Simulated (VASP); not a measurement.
# In3GaSb2N2 (P4/mmm) in VASP: notebook

One crystal, In3GaSb2N2, is run at these levels: PBE; tasks: relaxation of cell and atoms.

Everything below comes from runs of VASP 6.6.1. Logs are shortened: lines on timing, memory, paths and dates and some standing lists are left out, and cuts for length are marked.

**1. Starting point**

It takes space group P4/mmm (No. 123, tetragonal). Conventional cell: a = 5.022 Å, b = 5.022 Å, c = 7.776 Å, α = 90.00°, β = 90.00°, γ = 90.00°. In (site symmetry 4mm) has 1 In at 2.37 Å as nearest neighbours. Around In (site symmetry 4/mmm) lie 2 In at 2.37 Å and 4 N at 2.51 Å. Ga (site symmetry 4/mmm) has 2 Sb at 2.37 Å as nearest neighbours. Sb (site symmetry 4mm) has 1 Ga at 2.37 Å as nearest neighbours. N (site symmetry mmm) has 2 In at 2.51 Å as nearest neighbours.

The cell was built by a generator and needn't be a form met in nature.

**2. Relaxation of cell and atoms, PBE**

The input, INCAR:

```
SYSTEM = In3GaSb2N2
  PREC = Normal
  ENCUT = 520
  EDIFF = 1E-4
  ISMEAR = 0
  SIGMA = 0.15
  LREAL = .False.
  LASPH = .True.
  NELM = 60
  ALGO = Fast
  ISIF = 3
  LWAVE = .False.
  LCHARG = .False.
  GGA = PE
  IBRION = 2
  NSW = 24
  EDIFFG = -0.08
```

The input, KPOINTS:

```
regular mesh
0
Gamma
  3 3 2
  0 0 0
```

The input, POSCAR:

```
In3GaSb2N2
1.0
    5.0217352100      0.0000000000      0.0000000000
    0.0000000000      5.0217352100      0.0000000000
    0.0000000000      0.0000000000      7.7755839000
In Ga Sb N
3 1 2 2
Direct
    0.0000000000      0.0000000000      0.6951244500
    0.0000000000      0.0000000000      0.3048755500
    0.0000000000      0.0000000000      0.0000000000
    0.5000000000      0.5000000000      0.5000000000
    0.5000000000      0.5000000000      0.8052365000
    0.5000000000      0.5000000000      0.1947635000
    0.0000000000      0.5000000000      0.0000000000
    0.5000000000      0.0000000000      0.0000000000
```

Potentials or basis: VASP PAW PBE potentials, release 64 (In_d, Ga_d, Sb, N).

Launch:

```sh
$ cat potpaw_PBE.64/In_d/POTCAR potpaw_PBE.64/Ga_d/POTCAR potpaw_PBE.64/Sb/POTCAR potpaw_PBE.64/N/POTCAR > POTCAR
$ mpirun -np 1 vasp_std > vasp.out
```

OUTCAR:

```text
SYSTEM = In3GaSb2N2
   PREC = Normal
   ENCUT = 520
   EDIFF = 1E-4
   ISMEAR = 0
   LREAL = .False.
   LASPH = .True.
   NELM = 60
   ISIF = 3
   GGA = PE
   IBRION = 2
   NSW = 24
   EDIFFG = -0.08

 ion  position               nearest neighbor table
   1  0.000  0.000  0.695-   3 2.37   2 3.03   5 3.65   5 3.65   5 3.65   5 3.65
   2  0.000  0.000  0.305-   3 2.37   1 3.03   6 3.65   6 3.65   6 3.65   6 3.65
   3  0.000  0.000  0.000-   1 2.37   2 2.37   7 2.51   8 2.51   7 2.51   8 2.51   5 3.86   6 3.86
                             5 3.86   5 3.86   6 3.86   6 3.86   5 3.86   6 3.86
   4  0.500  0.500  0.500-   5 2.37   6 2.37
   5  0.500  0.500  0.805-   4 2.37   6 3.03   1 3.65   1 3.65   1 3.65   1 3.65   3 3.86   3 3.86
                             3 3.86   3 3.86
   6  0.500  0.500  0.195-   4 2.37   5 3.03   2 3.65   2 3.65   2 3.65   2 3.65   3 3.86   3 3.86
                             3 3.86   3 3.86
   7  0.000  0.500  0.000-   3 2.51   3 2.51
   8  0.500  0.000  0.000-   3 2.51   3 2.51

  LATTYP: Found a simple tetragonal cell.
 ALAT       =     5.0217352100
 C/A-ratio  =     1.5483858815

  Lattice vectors:

 A1 = (   5.0217352100,   0.0000000000,   0.0000000000)
 A2 = (   0.0000000000,   5.0217352100,   0.0000000000)
 A3 = (   0.0000000000,   0.0000000000,   7.7755839000)

Analysis of symmetry for initial positions (statically):
=====================================================================
 Subroutine PRICEL returns:
 Original cell was already a primitive cell.

 Routine SETGRP: Setting up the symmetry group for a
 simple tetragonal supercell.

 Subroutine GETGRP returns: Found 16 space group operations
 (whereof 16 operations were pure point group operations)
 out of a pool of 16 trial point group operations.

The static configuration has the point symmetry D_4h.

Analysis of symmetry for dynamics (positions and initial velocities):
=====================================================================
 Subroutine PRICEL returns:
 Original cell was already a primitive cell.

 Routine SETGRP: Setting up the symmetry group for a
 simple tetragonal supercell.

 Subroutine GETGRP returns: Found 16 space group operations
 (whereof 16 operations were pure point group operations)
 out of a pool of 16 trial point group operations.

The dynamic configuration has the point symmetry D_4h.

 Subroutine INISYM returns: Found 16 space group operations
 (whereof 16 operations are pure point group operations),
 and found     1 'primitive' translations

----------------------------------------------------------------------------------------
[... 95 lines left out ...]
   TEBEG  =    0.0;   TEEND  =   0.0 temperature during run
   PSTRESS=    0.0 pullay stress
   NELECT =      72.0000    total number of electrons
   NUPDOWN=      -1.0000    fix difference up-down
   EMIN   =  10.00;   EMAX   =-10.00  energy-range for DOS
   EFERMI =   0.00;   METHOD = LEGACY
   ISMEAR =     0;   SIGMA  =   0.15  broadening in eV -4-tet -1-fermi 0-gaus
   EFERMI_NEDOS =   21; number of points for ismear=-14 and -15
   IALGO  =     68    algorithm
   IMIX   =      4    mixing-type and parameters
     AMIX     =   0.40;   BMIX     =  1.00
     AMIX_MAG =   1.60;   BMIX_MAG =  1.00
  volume/ion in A,a.u.               =      24.51       165.40
  Fermi-wavevector in a.u.,A,eV,Ry     =   1.172300  2.215326 18.698316  1.374287
  Thomas-Fermi vector in A             =   2.308731
   LORBIT       =      0    0 simple, 1 ext, 2 COOP (PROOUT), +10 PAW based schemes
   GGA     = PE    functional components
   LHFCALC =     F    Hartree Fock is set to
   AEXX    =    0.0000 exact exchange contribution
   IVDW    =     0    specifies the selected vdW correction
   LEPSILON=     F    determine dielectric tensor
   LRPA    =     F    only Hartree local field effects (RPA)
 conjugate gradient relaxation of ions
 non-spin polarized calculation
 RMM-DIIS sequential band-by-band and
 Gauss-broadening in eV      SIGMA  =   0.15
  energy-cutoff  :      520.00
  volume of cell :      196.08
 maximum number of plane-waves:      5321
   NGX = 19   NGY = 19   NGZ = 29

--------------------------------------- Ionic step        1  -------------------------------------------

 number of electron      71.9999998 magnetization

 Free energy of the ion-electron system (eV)
  ---------------------------------------------------
  ext. energy  EPLUGINS =         0.00000000
  ---------------------------------------------------
  free energy    TOTEN  =       -25.18618143 eV

  energy without entropy =      -25.12142343  energy(sigma->0) =      -25.15380243

------------------------ aborting loop because EDIFF is reached ----------------------------------------

  FORCE on cell =-STRESS in cart. coord.  units (eV):
  Direction    XX          YY          ZZ          XY          YZ          ZX
  --------------------------------------------------------------------------------------
  -------------------------------------------------------------------------------------
  Total      -11.5795865    -11.5795865     32.8824839      0.0000000      0.0000000      0.0000000
  in kB      -94.6156557    -94.6156557    268.6795225      0.0000000      0.0000000      0.0000000
  external PRESSURE =      26.4827370 kB  Pullay stress =       0.0000000 kB
[... 71 lines left out ...]
--------------------------------------- Ionic step        3  -------------------------------------------

 number of electron      72.0000030 magnetization

 E-fermi :   5.0075     XC(G=0):  -9.4963

 val. band max:        4.9401897111   @ k =   0.0000   0.0000   0.0000
 cond. band min:       5.0146413511   @ k =   0.3333   0.0000   0.5000
 fundamental gap:      0.0744516400
 Fermi energy:         5.0075206961

 k-point     1 :       0.0000    0.0000    0.0000
  band No.  band energies     occupation
      1      -9.7889      2.00000
      2      -9.7838      2.00000
      3      -9.7825      2.00000
      4      -9.7598      2.00000
      5      -9.7598      2.00000
      6      -9.7016      2.00000
[... 348 lines left out ...]
--------------------------------------- Ionic step        5  -------------------------------------------

 number of electron      71.9999930 magnetization

 Free energy of the ion-electron system (eV)
  ---------------------------------------------------
  ext. energy  EPLUGINS =         0.00000000
  ---------------------------------------------------
  free energy    TOTEN  =       -30.20214603 eV

  energy without entropy =      -30.14251982  energy(sigma->0) =      -30.17233292

 E-fermi :   6.8261     XC(G=0): -10.2706

 val. band max:        6.7308557864   @ k =   0.0000   0.0000   0.0000
 cond. band min:       6.8658241550   @ k =   0.3333   0.3333   0.5000
 fundamental gap:      0.1349683687
 Fermi energy:         6.8261020863

 k-point     1 :       0.0000    0.0000    0.0000
  band No.  band energies     occupation
      1      -9.0682      2.00000
      2      -8.6087      2.00000
      3      -8.0349      2.00000
      4      -8.0295      2.00000
      5      -8.0219      2.00000
      6      -8.0114      2.00000
[... 300 lines left out ...]
  FREE ENERGIE OF THE ION-ELECTRON SYSTEM (eV)
  ---------------------------------------------------
  free  energy   TOTEN  =       -30.2021460283 eV

  energy  without entropy=      -30.1425198199  energy(sigma->0) =      -30.17233292

 reached required accuracy - stopping structural energy minimisation
```

OSZICAR:

```text
N       E                     dE             d eps       ncg     rms          rms(c)
DAV:   1     0.734633629818E+03    0.73463E+03   -0.31894E+04   527   0.202E+03
DAV:   2     0.945300767156E+02   -0.64010E+03   -0.62779E+03   540   0.543E+02
DAV:   3    -0.184006756642E+02   -0.11293E+03   -0.10995E+03   652   0.213E+02
[... 63 lines left out ...]
RMM:   2    -0.302077059882E+02    0.33752E-01   -0.89209E-02   579   0.297E+00    0.704E-01
RMM:   3    -0.302022512315E+02    0.54548E-02   -0.23560E-02   585   0.132E+00    0.372E-01
RMM:   4    -0.302021598799E+02    0.91352E-04   -0.56526E-03   649   0.460E-01    0.281E-01
RMM:   5    -0.302022318701E+02   -0.71990E-04   -0.16340E-03   591   0.348E-01    0.744E-02
RMM:   6    -0.302021460283E+02    0.85842E-04   -0.57615E-04   443   0.178E-01
   5 F= -.30202146E+02 E0= -.30172333E+02  d E =-.988153E+00
```

Run time: 84 s. Hardware: 1 thread of Intel Xeon 6975P-C (Granite Rapids), shared host; peak memory 0.23 GiB.

Results:

```
Free energy                            : -30.2021 eV
Relaxed volume                         : 21.41 Å³/atom
Relaxed cell                           : a = 4.331 Å, b = 4.331 Å, c = 9.133 Å, α = 90.00°, β = 90.00°, γ = 90.00°
Space group after relaxing (to 0.05 Å) : P4/mmm (No. 123)
Energy gained by relaxing              : 627.0 meV/atom
Ionic steps                            : 5
Pressure after relaxing                : 0.3 GPa
Largest force after relaxing           : 0.022 eV/Å
Band gap on the k mesh                 : none (metal or under the smearing width)
```

Forces in eV/Å, atoms in the order of the input:
```
In   0.000  0.000  0.022
In   0.000  0.000 -0.022
In   0.000  0.000  0.000
Ga   0.000  0.000  0.000
Sb   0.000  0.000 -0.010
Sb   0.000  0.000  0.010
N    0.000  0.000  0.000
N    0.000  0.000  0.000
```

Step by step:
```tsv
step	energy change (eV)	largest force (eV/Å)	pressure (GPa)	volume (Å³)
1	0.0000	4.9520	2.65	196.08
2	-4.0258	1.2194	-7.24	203.30
3	-4.0278	1.2163	-7.23	203.31
4	-5.0161	0.0795	-0.54	172.67
5	-5.0160	0.0222	0.32	171.30
```

Final structure:
```yaml
crystal:
  lattice:
    - [4.33090, 0.00000, 0.00000]
    - [0.00000, 4.33090, 0.00000]
    - [0.00000, 0.00000, 9.13261]
  atoms:
    - { symbol: In, position: [0.00000, 0.00000, 0.66144] }
    - { symbol: In, position: [0.00000, 0.00000, 0.33856] }
    - { symbol: In, position: [0.00000, 0.00000, 0.00000] }
    - { symbol: Ga, position: [0.50000, 0.50000, 0.50000] }
    - { symbol: Sb, position: [0.50000, 0.50000, 0.83301] }
    - { symbol: Sb, position: [0.50000, 0.50000, 0.16699] }
    - { symbol: N, position: [0.00000, 0.50000, 0.00000] }
    - { symbol: N, position: [0.50000, 0.00000, 0.00000] }
```

Caveat: the k mesh is coarse (spacing up to 0.42 Å⁻¹), so the values aren't converged; the relaxation stopped at a loose force limit of 0.08 eV/Å, so its end isn't a converged minimum. Spin-orbit coupling is left out, which matters for the levels of Sb.

**3. Relaxation of cell and atoms, PBE**

This run uses another cell than the first one, of 24.94 Å³/atom, 1.018 times its volume.

INCAR is that of step 2.

The input, KPOINTS:

```
regular mesh
0
Gamma
  3 3 3
  0 0 0
```

The input, POSCAR:

```
In3GaSb2N2
1.0
   -3.2387917300      3.2387917300      4.7558281700
    3.2387917300     -3.2387917300      4.7558281700
    3.2387917300      3.2387917300     -4.7558281700
In Ga Sb N
3 1 2 2
Direct
    0.5000000000      0.0000000000      0.5000000000
    0.0000000000      0.5000000000      0.5000000000
    0.0000000000      0.0000000000      0.0000000000
    0.5000000000      0.5000000000      0.0000000000
    0.2683905100      0.2683905100      0.0000000000
    0.7316094900      0.7316094900      0.0000000000
    0.7500000000      0.2500000000      0.5000000000
    0.2500000000      0.7500000000      0.5000000000
```

Potentials or basis: VASP PAW PBE potentials, release 64 (In_d, Ga_d, Sb, N).

Launch:

```sh
$ cat potpaw_PBE.64/In_d/POTCAR potpaw_PBE.64/Ga_d/POTCAR potpaw_PBE.64/Sb/POTCAR potpaw_PBE.64/N/POTCAR > POTCAR
$ mpirun -np 1 vasp_std > vasp.out
```

Run time: 3.5 min. Hardware: 1 thread of Intel Xeon 6975P-C (Granite Rapids), shared host; peak memory 0.29 GiB.

Results (log left out):

* Free energy: -29.5922 eV
* Relaxed volume: 20.32 Å³/atom
* Relaxed cell: a = 6.782 Å, b = 6.782 Å, c = 6.782 Å, α = 133.26°, β = 133.26°, γ = 68.25°
* Space group after relaxing (to 0.05 Å): I4/mmm (No. 139)
* Energy gained by relaxing: 678.7 meV/atom
* Ionic steps: 11
* Pressure after relaxing: 0.3 GPa
* Largest force after relaxing: 0.045 eV/Å
* Band gap on the k mesh: none (metal or under the smearing width)

Forces on the atoms (eV/Å):
```
In   0.000  0.000  0.000
In   0.000  0.000  0.000
In   0.000  0.000  0.000
Ga   0.000  0.000  0.000
Sb   0.000  0.000  0.045
Sb   0.000  0.000 -0.045
N    0.000  0.000  0.000
N    0.000  0.000  0.000
```

Stress tensor (GPa, compression positive):
```
0.47 0.00 0.00
0.00 0.47 0.00
0.00 0.00 0.11
```

The path:
```
step  energy change (eV)  largest force (eV/Å)  pressure (GPa)  volume (Å³)
   1              0.0000                2.4463            2.68       199.55
   2             -3.0889                0.1957           -8.45       208.46
   3             -3.2826                0.2611           -9.25       209.47
   4             -5.2412                0.3809           -0.95       168.39
   5             -5.2530                0.3679           -2.66       171.37
   6             -5.2539                0.3713           -2.33       170.63
   7             -5.4126                0.3826           -0.33       164.16
   8             -5.4154                0.3812            0.22       163.21
   9             -5.4154                0.3827           -0.08       163.35
  10             -5.4267                0.1838            0.16       162.90
  11             -5.4296                0.0455            0.35       162.56
```

Final structure:
```cif
data_structure
_symmetry_space_group_name_H-M 'P 1'
_symmetry_Int_Tables_number 1
_cell_length_a 6.7824
_cell_length_b 6.7824
_cell_length_c 6.7824
_cell_angle_alpha 133.259
_cell_angle_beta 133.259
_cell_angle_gamma 68.247
_cell_volume 162.56
loop_
_atom_site_label
_atom_site_type_symbol
_atom_site_fract_x
_atom_site_fract_y
_atom_site_fract_z
_atom_site_occupancy
In1 In 0.50000 0.00000 0.50000 1
In2 In 0.00000 0.50000 0.50000 1
In3 In 0.00000 0.00000 0.00000 1
Ga1 Ga 0.50000 0.50000 0.00000 1
Sb1 Sb 0.25629 0.25629 0.00000 1
Sb2 Sb 0.74371 0.74371 0.00000 1
N1 N 0.75000 0.25000 0.50000 1
N2 N 0.25000 0.75000 0.50000 1
```

Levels at points of the mesh, in eV from the Fermi level:
```tsv
k point	band 34	band 35	band 36	band 37	band 38	band 39
(0.00, 0.00, 0.00)	-2.67	-0.32	0.53	0.89	0.89	2.56
```

Caveat: the k mesh is coarse (spacing up to 0.46 Å⁻¹), so the values aren't converged; the volume moved by over 15 % at a fixed basis, so the end points are rough; the relaxation stopped at a loose force limit of 0.08 eV/Å, so its end isn't a converged minimum. The run has no spin-orbit coupling, so splittings on Sb are missing.
